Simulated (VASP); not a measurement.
Here is the system:

```
CELL_PARAMETERS angstrom
      2.62124     0.00000     0.00000
      0.00000     2.62124     0.00000
      0.00000     0.00000     2.62124
ATOMIC_POSITIONS crystal
  W  0.00000 0.00000 0.00000
```

Computed with r2SCAN meta-GGA with spin-orbit coupling, VASP's PBE PAW potentials (set 64) (plane waves; VASP). Run with 400 eV cut-off, 12×12×12 Γ-centred mesh, Gaussian smearing of 0.050 eV, potentials W_sv.

Problem. Estimate the energy per atom (σ→0), pressure, band gap (over mesh and band path) with the smallest direct gap where there is one.

Solution. 
```yaml
band gap (over mesh and band path): none (metal, semimetal or under 0.01 eV)
energy per atom (σ→0): -50.644 eV/atom
pressure: 1.80 GPa
```

Only differences to runs with the same potentials and settings are physical.

The structure was generated: W was put into the simple-cubic type (Pm-3m), which need not be its known phase. It was relaxed first.
